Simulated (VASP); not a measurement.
These are PBE GGA + U (Dudarev), VASP's PBE PAW potentials (set 64) (plane waves; VASP) values and carry that method's errors.

The input files of a VASP run:

INCAR:
```
# general
SYSTEM   =CuZn
PREC     =Accurate
ENCUT    =400
LREAL    =F
LASPH    =T

# electronic loop
EDIFF    =1E-6
NELM     =100
ALGO     =Normal
LMAXMIX  =4

# smearing
ISMEAR   =1
SIGMA    =0.1

# functional
GGA      =PE

# DFT+U
LDAU     =T
LDAUTYPE =2
LDAUL    =2 2
LDAUU    =3.0 3.0
LDAUJ    =0 0
LDAUPRINT=1

# ions
ISIF     =2

# output
LWAVE    =F
LCHARG   =F
LORBIT   =10
```

KPOINTS:
```
Automatic mesh
0
Gamma
11 11 11
0 0 0
```

File POSCAR:
```
CuZn
1
    2.9500000000     0.0000000000     0.0000000000
    0.0000000000     2.9500000000     0.0000000000
    0.0000000000     0.0000000000     2.9500000000
Zn Cu
1 1
Direct
  0.5000000000   0.5000000000   0.5000000000
  0.0000000000   0.0000000000   0.0000000000
```

POTCAR, in this order: Zn Cu (PBE.64 set). Program: vasp_std.

Output of the run:

OUTCAR:
```
 ion  position               nearest neighbor table
   1  0.500  0.500  0.500-   2 2.55   2 2.55   2 2.55   2 2.55   2 2.55   2 2.55   2 2.55   2 2.55
  LATTYP: Found a simple cubic cell.
 ALAT       =     2.9500000000
 Subroutine PRICEL returns:
 Original cell was already a primitive cell.
 Subroutine GETGRP returns: Found 48 space group operations
The static configuration has the point symmetry O_h .
The dynamic configuration has the point symmetry O_h .
 Subroutine INISYM returns: Found 48 space group operations
 Subroutine IBZKPT returns following result:
 Found     56 irreducible k-points:

 Following reciprocal coordinates:
            Coordinates               Weight
  0.000000  0.000000  0.000000      1.000000
  0.090909  0.000000  0.000000      6.000000
  0.181818  0.000000  0.000000      6.000000
  0.272727  0.000000  0.000000      6.000000
  0.363636  0.000000  0.000000      6.000000
  0.454545  0.000000  0.000000      6.000000
  0.090909  0.090909  0.000000     12.000000
  0.181818  0.090909  0.000000     24.000000
  0.272727  0.090909  0.000000     24.000000
  0.363636  0.090909  0.000000     24.000000
...
```

### OSZICAR
```
       N       E                     dE             d eps       ncg     rms          rms(c)
DAV:   1     0.103231818147E+03    0.10323E+03   -0.10096E+04  1736   0.215E+03
DAV:   2    -0.127511420592E+01   -0.10451E+03   -0.10170E+03  1701   0.304E+02
DAV:   3    -0.424500152425E+01   -0.29699E+01   -0.29658E+01  2051   0.699E+01
DAV:   4    -0.426246290706E+01   -0.17461E-01   -0.17460E-01  1967   0.479E+00
DAV:   5    -0.426270960403E+01   -0.24670E-03   -0.24670E-03  2189   0.583E-01    0.733E+00
DAV:   6    -0.399394145416E+01    0.26877E+00   -0.80649E+00  1733   0.737E+01    0.381E+00
DAV:   7    -0.365165982107E+01    0.34228E+00   -0.17044E+00  1757   0.471E+01    0.217E+00
DAV:   8    -0.364473681358E+01    0.69230E-02   -0.45129E-02  1820   0.255E+00    0.964E-01
DAV:   9    -0.364008824621E+01    0.46486E-02   -0.84507E-03  2002   0.220E+00    0.447E-02
DAV:  10    -0.364010100027E+01   -0.12754E-04   -0.28672E-04  2412   0.202E-01    0.342E-02
DAV:  11    -0.364010118508E+01   -0.18481E-06   -0.80723E-06  2132   0.788E-02
   1 F= -.36401012E+01 E0= -.36399489E+01  d E =-.456802E-03
```

### OUTCAR
```
------------------------ aborting loop because EDIFF is reached ----------------------------------------
  FORCE on cell =-STRESS in cart. coord.  units (eV):
  Direction    XX          YY          ZZ          XY          YZ          ZX
  --------------------------------------------------------------------------------------
  Total       -0.1156700     -0.1156700     -0.1156700      0.0000000     -0.0000000      0.0000000
  in kB       -7.2188027     -7.2188027     -7.2188027      0.0000000     -0.0000000      0.0000000
  external PRESSURE =      -7.2188027 kB  Pullay stress =       0.0000000 kB
  volume of cell :       25.67
      direct lattice vectors                 reciprocal lattice vectors
     2.950000000  0.000000000  0.000000000     0.338983051  0.000000000  0.000000000
     0.000000000  2.950000000  0.000000000     0.000000000  0.338983051  0.000000000
     0.000000000  0.000000000  2.950000000     0.000000000  0.000000000  0.338983051
 POSITION                                       TOTAL-FORCE (eV/Angst)
 -----------------------------------------------------------------------------------
      1.47500      1.47500      1.47500         0.000000      0.000000      0.000000
      0.00000      0.00000      0.00000         0.000000      0.000000      0.000000
 -----------------------------------------------------------------------------------
    total drift:                               -0.000000      0.000000      0.000000
  FREE ENERGIE OF THE ION-ELECTRON SYSTEM (eV)
  ---------------------------------------------------
  free  energy   TOTEN  =        -3.6401011851 eV

  energy  without entropy=       -3.6396443829  energy(sigma->0) =       -3.63994892

 total charge

# of ion       s       p       d       tot
------------------------------------------
    1        0.576   0.502   9.785  10.862
    2        0.417   0.363   9.272  10.052
--------------------------------------------------
tot          0.993   0.865  19.057  20.915
```
(Selected blocks of OUTCAR.)

**OUTCAR**
```
 val. band max:        5.1387362144   @ k =   0.4545   0.3636   0.3636

 cond. band min:       5.2155084611   @ k =   0.4545   0.4545   0.2727


 Fermi energy:         5.1606620275

 k-point     1 :       0.0000    0.0000    0.0000
  band No.  band energies     occupation
      1      -4.7907      2.00000
      2      -3.5936      2.00000
      3      -3.5936      2.00000
      4      -2.9490      2.00000
      5      -2.9490      2.00000
      6      -2.9490      2.00000
      7       1.1234      2.00000
      8       1.1234      2.00000
      9       2.0031      2.00000
     10       2.0031      2.00000
     11       2.0031      2.00000
     12      11.7324      0.00000
     13      11.7324      0.00000
     14      11.7324      0.00000
     15      16.0364      0.00000

 k-point     2 :       0.0909    0.0000    0.0000
  band No.  band energies     occupation
      1      -4.6423      2.00000
      2      -3.5791      2.00000
      3      -3.5597      2.00000
      4      -2.9611      2.00000
      5      -2.9611      2.00000
      6      -2.9433      2.00000
      7       1.1178      2.00000
      8       1.1416      2.00000
      9       1.9582      2.00000
     10       1.9582      2.00000
     11       1.9986      2.00000
     12      10.3373      0.00000
     13      11.9462      0.00000
     14      11.9462      0.00000
     15      16.1191      0.00000

 k-point     3 :       0.1818    0.0000    0.0000
  band No.  band energies     occupation
      1      -4.2176      2.00000
      2      -3.5399      2.00000
      3      -3.4499      2.00000
      4      -2.9935      2.00000
      5      -2.9935      2.00000
      6      -2.9277      2.00000
      7       1.1027      2.00000
      8       1.1816      2.00000
      9       1.8422      2.00000
     10       1.8422      2.00000
     11       1.9864      2.00000
     12       8.0109      0.00000
     13      12.5672      0.00000
     14      12.5672      0.00000
     15      16.3701      0.00000
...
```

The compound is CuZn in the CsCl type structure. The cell was not relaxed at this level. The run is one of a series of settings (LDAU = .TRUE., LDAUJ = 0 0, LDAUL = 2 2, LDAUTYPE = 2, LDAUU = 3.0 3.0 against the base run), some of them coarse on purpose. The electron count is odd and the run is not spin-polarised, which forces a metal.
